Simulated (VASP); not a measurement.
Given:

```yaml
crystal:
  lattice:
    - [0.00000, 3.02220, 3.02220]
    - [3.02220, 0.00000, 3.02220]
    - [3.02220, 3.02220, 0.00000]
  atoms:
    - { symbol: In, position: [0.00000, 0.00000, 0.00000] }
    - { symbol: P, position: [0.25000, 0.25000, 0.25000] }
```

All values below come from vdW-DF2, VASP's PBE PAW potentials (set 64) (plane waves; VASP 6.6.1). Settings: 520 eV cut-off, 10×10×10 Γ-centred mesh, first-order Methfessel-Paxton smearing of 0.10 eV, potentials In_d P.

**Question.** Give the stress tensor in GPa (positive for a compressed cell).

**Answer.** 
```
1.54  0.00  0.00
0.00  1.54  0.00
0.00  0.00  1.54
```
The pressure is its mean diagonal, 1.54 GPa.

The compound is InP in the zinc blende structure. This cell is one point of a volume scan, at 0.97 of the reference volume.
